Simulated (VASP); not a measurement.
Output of a VASP run:

File OUTCAR:
```
 ion  position               nearest neighbor table
   1  0.500  0.000  0.000-  32 2.49  46 2.49  54 2.49  62 2.49
   2  0.750  0.250  0.000-  32 2.49  33 2.49  44 2.49  55 2.49
   3  0.750  0.000  0.250-  32 2.49  34 2.49  38 2.49  49 2.49
   4  0.000  0.000  0.000-  35 2.49  38 2.49  44 2.49  63 2.49
   5  0.250  0.250  0.000-  35 2.49  36 2.49  54 2.49  60 2.49
   6  0.500  0.500  0.000-  36 2.49  37 2.49  55 2.49  61 2.49
   7  0.750  0.750  0.000-  37 2.49  38 2.49  56 2.49  62 2.49
   8  0.250  0.000  0.250-  35 2.49  39 2.49  46 2.49  57 2.49
   9  0.500  0.250  0.250-  32 2.49  36 2.49  39 2.49  40 2.54
  10  0.750  0.500  0.250-  40 2.48  37 2.49  33 2.49  41 2.49
  11  0.500  0.000  0.500-  39 2.49  42 2.49  49 2.49  59 2.49
  12  0.750  0.250  0.500-  34 2.49  42 2.49  43 2.49  40 2.49
  13  0.750  0.000  0.750-  42 2.49  44 2.49  53 2.49  62 2.49
  14  0.000  0.500  0.000-  33 2.49  45 2.49  56 2.49  60 2.49
  15  0.250  0.750  0.000-  45 2.49  46 2.49  61 2.49  63 2.49
  16  0.000  0.250  0.250-  33 2.49  34 2.49  35 2.49  47 2.49
  17  0.250  0.500  0.250-  36 2.49  45 2.49  47 2.49  48 2.51
  18  0.500  0.750  0.250-  48 2.47  46 2.49  37 2.49  49 2.49
  19  0.000  0.000  0.500-  34 2.49  50 2.49  53 2.49  57 2.49
  20  0.250  0.250  0.500-  39 2.49  47 2.49  50 2.49  51 2.53
  21  0.750  0.750  0.500-  41 2.49  49 2.49  53 2.49  52 2.53
  22  0.250  0.000  0.750-  50 2.49  54 2.49  59 2.49  63 2.49
  23  0.500  0.250  0.750-  42 2.49  54 2.49  55 2.49  51 2.50
  24  0.750  0.500  0.750-  52 2.47  43 2.49  55 2.49  56 2.49
  25  0.000  0.750  0.250-  38 2.49  41 2.49  45 2.49  57 2.49
  26  0.000  0.500  0.500-  41 2.49  43 2.49  47 2.49  58 2.49
  27  0.250  0.750  0.500-  48 2.48  57 2.49  58 2.49  59 2.49
  28  0.000  0.250  0.750-  43 2.49  44 2.49  50 2.49  60 2.49
  29  0.250  0.500  0.750-  51 2.46  58 2.49  60 2.49  61 2.49
  30  0.500  0.750  0.750-  59 2.49  61 2.49  62 2.49  52 2.49
  31  0.000  0.750  0.750-  53 2.49  56 2.49  58 2.49  63 2.49
  32  0.625  0.125  0.125-   1 2.49   2 2.49   3 2.49   9 2.49
  33  0.875  0.375  0.125-   2 2.49  10 2.49  14 2.49  16 2.49
  34  0.875  0.125  0.375-   3 2.49  12 2.49  16 2.49  19 2.49
  35  0.125  0.125  0.125-   4 2.49   5 2.49   8 2.49  16 2.49
  36  0.375  0.375  0.125-   5 2.49   6 2.49   9 2.49  17 2.49
  37  0.625  0.625  0.125-   6 2.49   7 2.49  10 2.49  18 2.49
  38  0.875  0.875  0.125-   3 2.49   4 2.49   7 2.49  25 2.49
  39  0.375  0.125  0.375-   8 2.49   9 2.49  11 2.49  20 2.49
  40  0.625  0.379  0.379-  64 2.45  10 2.48  12 2.49   9 2.54
  41  0.875  0.625  0.375-  10 2.49  21 2.49  25 2.49  26 2.49
  42  0.625  0.125  0.625-  11 2.49  12 2.49  13 2.49  23 2.49
  43  0.875  0.375  0.625-  12 2.49  24 2.49  26 2.49  28 2.49
  44  0.875  0.125  0.875-   2 2.49   4 2.49  13 2.49  28 2.49
  45  0.125  0.625  0.125-  14 2.49  15 2.49  17 2.49  25 2.49
  46  0.375  0.875  0.125-   1 2.49   8 2.49  15 2.49  18 2.49
  47  0.125  0.375  0.375-  16 2.49  17 2.49  20 2.49  26 2.49
  48  0.376  0.627  0.375-  18 2.47  27 2.48  17 2.51  64 2.52
  49  0.625  0.875  0.375-   3 2.49  11 2.49  18 2.49  21 2.49
  50  0.125  0.125  0.625-  19 2.49  20 2.49  22 2.49  28 2.49
  51  0.376  0.379  0.626-  64 2.42  29 2.46  23 2.50  20 2.53
  52  0.623  0.621  0.627-  64 2.46  24 2.47  30 2.49  21 2.53
  53  0.875  0.875  0.625-  13 2.49  19 2.49  21 2.49  31 2.49
  54  0.375  0.125  0.875-   1 2.49   5 2.49  22 2.49  23 2.49
  55  0.625  0.375  0.875-   2 2.49   6 2.49  23 2.49  24 2.49
  56  0.875  0.625  0.875-   7 2.49  14 2.49  24 2.49  31 2.49
  57  0.125  0.875  0.375-   8 2.49  19 2.49  25 2.49  27 2.49
  58  0.125  0.625  0.625-  26 2.49  27 2.49  29 2.49  31 2.49
  59  0.375  0.875  0.625-  11 2.49  22 2.49  27 2.49  30 2.49
  60  0.125  0.375  0.875-   5 2.49  14 2.49  28 2.49  29 2.49
  61  0.375  0.625  0.875-   6 2.49  15 2.49  29 2.49  30 2.49
  62  0.625  0.875  0.875-   1 2.49   7 2.49  13 2.49  30 2.49
  63  0.125  0.875  0.875-   4 2.49  15 2.49  22 2.49  31 2.49
  64  0.500  0.498  0.503-  51 2.42  40 2.45  52 2.46  48 2.52
 Subroutine IBZKPT returns following result:
 Found      1 irreducible k-points:

 Following reciprocal coordinates:
            Coordinates               Weight
  0.000000  0.000000  0.000000      1.000000
   k-points           NKPTS =      1   k-points in BZ     NKDIM =      1   number of bands    NBANDS=    340
   number of dos      NEDOS =    301   number of ions     NIONS =     64
   total plane-waves  NPLWV = 175616
   dimension x,y,z NGX =    56 NGY =   56 NGZ =   56
   dimension x,y,z NGXF=   112 NGYF=  112 NGZF=  112
   ions per type =              31  32   1
   PREC   = normal    normal or accurate (medium, high low for compatibility)
   ISTART =      0    job   : 0-new  1-cont  2-samecut
   ICHARG =      2    charge: 1-file 2-atom 10-const
...
```

File OSZICAR:
```
...
RMM:   6    -0.191054488196E+03   -0.38942E-04   -0.41554E-04   688   0.300E-02    0.275E-02
RMM:   7    -0.191054485011E+03    0.31848E-05   -0.86181E-05   536   0.167E-02
   2 F= -.19105449E+03 E0= -.19105449E+03  d E =-.844861E-01
       N       E                     dE             d eps       ncg     rms          rms(c)
DAV:   1    -0.191065801797E+03   -0.11314E-01   -0.74085E+00   720   0.453E+00    0.604E-01
RMM:   2    -0.191073576295E+03   -0.77745E-02   -0.99172E-02   680   0.517E-01    0.195E-01
RMM:   3    -0.191074117753E+03   -0.54146E-03   -0.12156E-02   682   0.197E-01    0.139E-01
RMM:   4    -0.191074126892E+03   -0.91394E-05   -0.22475E-03   695   0.973E-02    0.108E-01
RMM:   5    -0.191074098305E+03    0.28587E-04   -0.64409E-04   685   0.478E-02    0.350E-02
RMM:   6    -0.191074115311E+03   -0.17006E-04   -0.17455E-04   637   0.199E-02    0.187E-02
RMM:   7    -0.191074114426E+03    0.88492E-06   -0.36745E-05   475   0.115E-02
   3 F= -.19107411E+03 E0= -.19107411E+03  d E =-.104115E+00
       N       E                     dE             d eps       ncg     rms          rms(c)
DAV:   1    -0.191074303723E+03   -0.18841E-03   -0.17489E-01   752   0.697E-01    0.920E-02
RMM:   2    -0.191074486566E+03   -0.18284E-03   -0.23268E-03   680   0.781E-02    0.296E-02
RMM:   3    -0.191074499259E+03   -0.12693E-04   -0.28628E-04   645   0.298E-02    0.208E-02
RMM:   4    -0.191074499649E+03   -0.38985E-06   -0.53574E-05   507   0.142E-02
   4 F= -.19107450E+03 E0= -.19107450E+03  d E =-.104501E+00
       N       E                     dE             d eps       ncg     rms          rms(c)
DAV:   1    -0.191078868379E+03   -0.43691E-02   -0.12763E+00   712   0.195E+00    0.265E-01
RMM:   2    -0.191080494347E+03   -0.16260E-02   -0.19066E-02   680   0.244E-01    0.831E-02
RMM:   3    -0.191080656811E+03   -0.16246E-03   -0.23673E-03   681   0.927E-02    0.625E-02
RMM:   4    -0.191080661715E+03   -0.49048E-05   -0.39293E-04   695   0.437E-02    0.473E-02
RMM:   5    -0.191080653032E+03    0.86831E-05   -0.10893E-04   638   0.215E-02    0.147E-02
RMM:   6    -0.191080655616E+03   -0.25839E-05   -0.25614E-05   447   0.826E-03
   5 F= -.19108066E+03 E0= -.19108066E+03  d E =-.615597E-02
       N       E                     dE             d eps       ncg     rms          rms(c)
DAV:   1    -0.191080840399E+03   -0.18737E-03   -0.13397E+00   736   0.200E+00    0.271E-01
RMM:   2    -0.191082588951E+03   -0.17486E-02   -0.20393E-02   680   0.254E-01    0.853E-02
RMM:   3    -0.191082760621E+03   -0.17167E-03   -0.25157E-03   680   0.960E-02    0.656E-02
RMM:   4    -0.191082766633E+03   -0.60116E-05   -0.42520E-04   695   0.454E-02    0.504E-02
RMM:   5    -0.191082756887E+03    0.97464E-05   -0.12016E-04   636   0.224E-02    0.151E-02
RMM:   6    -0.191082759735E+03   -0.28483E-05   -0.28097E-05   456   0.863E-03
   6 F= -.19108276E+03 E0= -.19108276E+03  d E =-.826009E-02
       N       E                     dE             d eps       ncg     rms          rms(c)
DAV:   1    -0.191083678496E+03   -0.92161E-03   -0.42244E-01   724   0.114E+00    0.972E-02
RMM:   2    -0.191083941888E+03   -0.26339E-03   -0.30319E-03   680   0.998E-02    0.314E-02
RMM:   3    -0.191083976048E+03   -0.34160E-04   -0.40288E-04   683   0.375E-02    0.277E-02
RMM:   4    -0.191083976406E+03   -0.35786E-06   -0.57323E-05   550   0.169E-02
   7 F= -.19108398E+03 E0= -.19108398E+03  d E =-.121667E-02
```

OUTCAR:
```
------------------------ aborting loop because EDIFF is reached ----------------------------------------
  FORCE on cell =-STRESS in cart. coord.  units (eV):
  Direction    XX          YY          ZZ          XY          YZ          ZX
  --------------------------------------------------------------------------------------
  Total       17.1579863     17.1631786     17.1722113      0.0102896      0.0132448      0.0115309
  in kB       18.1578227     18.1633175     18.1728766      0.0108892      0.0140166      0.0122028
  external PRESSURE =      18.1646723 kB  Pullay stress =       0.0000000 kB
  volume of cell :     1513.96
      direct lattice vectors                 reciprocal lattice vectors
    11.482533192  0.000000000  0.000000000     0.087088797  0.000000000  0.000000000
     0.000000000 11.482533192  0.000000000     0.000000000  0.087088797  0.000000000
     0.000000000  0.000000000 11.482533192     0.000000000  0.000000000  0.087088797
  FREE ENERGIE OF THE ION-ELECTRON SYSTEM (eV)
  ---------------------------------------------------
  free  energy   TOTEN  =      -191.0839764063 eV

  energy  without entropy=     -191.0839764063  energy(sigma->0) =     -191.08397641

 reached required accuracy - stopping structural energy minimisation
```
(Selected blocks of OUTCAR.)

POSCAR:
```
AlZn31Se32
1
   11.4825331920     0.0000000000     0.0000000000
    0.0000000000    11.4825331920     0.0000000000
   -0.0000000000    -0.0000000000    11.4825331920
Zn Se Al
31 32 1
Direct
  0.5000000000   0.0000000000   0.0000000000
  0.7500000000   0.2500000000   0.0000000000
  0.7500000000   0.0000000000   0.2500000000
  0.0000000000   0.0000000000   0.0000000000
  0.2500000000   0.2500000000   0.0000000000
  0.5000000000   0.5000000000   0.0000000000
  0.7500000000   0.7500000000   0.0000000000
  0.2500000000   0.0000000000   0.2500000000
  0.5000000000   0.2500000000   0.2500000000
  0.7500000000   0.5000000000   0.2500000000
  0.5000000000   0.0000000000   0.5000000000
  0.7500000000   0.2500000000   0.5000000000
  0.7500000000   0.0000000000   0.7500000000
  0.0000000000   0.5000000000   0.0000000000
  0.2500000000   0.7500000000   0.0000000000
  0.0000000000   0.2500000000   0.2500000000
  0.2500000000   0.5000000000   0.2500000000
  0.5000000000   0.7500000000   0.2500000000
  0.0000000000   0.0000000000   0.5000000000
  0.2500000000   0.2500000000   0.5000000000
  0.7500000000   0.7500000000   0.5000000000
  0.2500000000   0.0000000000   0.7500000000
  0.5000000000   0.2500000000   0.7500000000
  0.7500000000   0.5000000000   0.7500000000
  0.0000000000   0.7500000000   0.2500000000
  0.0000000000   0.5000000000   0.5000000000
  0.2500000000   0.7500000000   0.5000000000
  0.0000000000   0.2500000000   0.7500000000
  0.2500000000   0.5000000000   0.7500000000
  0.5000000000   0.7500000000   0.7500000000
  0.0000000000   0.7500000000   0.7500000000
  0.6250000000   0.1250000000   0.1250000000
  0.8750000000   0.3750000000   0.1250000000
  0.8750000000   0.1250000000   0.3750000000
  0.1250000000   0.1250000000   0.1250000000
  0.3750000000   0.3750000000   0.1250000000
  0.6250000000   0.6250000000   0.1250000000
  0.8750000000   0.8750000000   0.1250000000
  0.3750000000   0.1250000000   0.3750000000
  0.6254110000   0.3791210000   0.3785040000
  0.8750000000   0.6250000000   0.3750000000
  0.6250000000   0.1250000000   0.6250000000
  0.8750000000   0.3750000000   0.6250000000
  0.8750000000   0.1250000000   0.8750000000
  0.1250000000   0.6250000000   0.1250000000
  0.3750000000   0.8750000000   0.1250000000
  0.1250000000   0.3750000000   0.3750000000
  0.3759330000   0.6266830000   0.3753560000
  0.6250000000   0.8750000000   0.3750000000
  0.1250000000   0.1250000000   0.6250000000
  0.3760700000   0.3791300000   0.6264600000
  0.6229020000   0.6213890000   0.6265330000
  0.8750000000   0.8750000000   0.6250000000
  0.3750000000   0.1250000000   0.8750000000
  0.6250000000   0.3750000000   0.8750000000
  0.8750000000   0.6250000000   0.8750000000
  0.1250000000   0.8750000000   0.3750000000
  0.1250000000   0.6250000000   0.6250000000
  0.3750000000   0.8750000000   0.6250000000
  0.1250000000   0.3750000000   0.8750000000
  0.3750000000   0.6250000000   0.8750000000
  0.6250000000   0.8750000000   0.8750000000
  0.1250000000   0.8750000000   0.8750000000
  0.4995310000   0.4975700000   0.5034010000
```

Task: Write an INCAR and KPOINTS that could have produced this output.

Result: One answer among several that fit: the input of the run itself, PBE GGA, plane waves, VASP's PBE PAW potentials (set 64).

File KPOINTS:
```
Automatic mesh
0
Gamma
1 1 1
0 0 0
```

**INCAR**
```
SYSTEM = AlZn31Se32
PREC = Normal; ENCUT = 400; LREAL = Auto
LASPH = .True.; ISYM = 0; NELECT = 568.0
EDIFF = 1E-5; NELM = 100; NELMIN = 4
ALGO = Fast; LMAXMIX = 4
ISMEAR = 0; SIGMA = 0.05
GGA = PE
IBRION = 2; NSW = 60; ISIF = 2
EDIFFG = -0.03
LWAVE = .False.; LCHARG = .False.
```

POTCAR, in this order: Zn Se Al (PBE.64 set). Program: vasp_gam.

The cell is charged, with a uniform compensating background. The supercell is sampled at Γ alone, which is coarse: total energies, pressure and levels can be off, energies of defects by several tenths of an eV.

The cell is a supercell with a defect, built from ZnSe (zinc blende): Al_Zn, charge -1. The run is not spin-polarised, so no state with unpaired spins was tried.
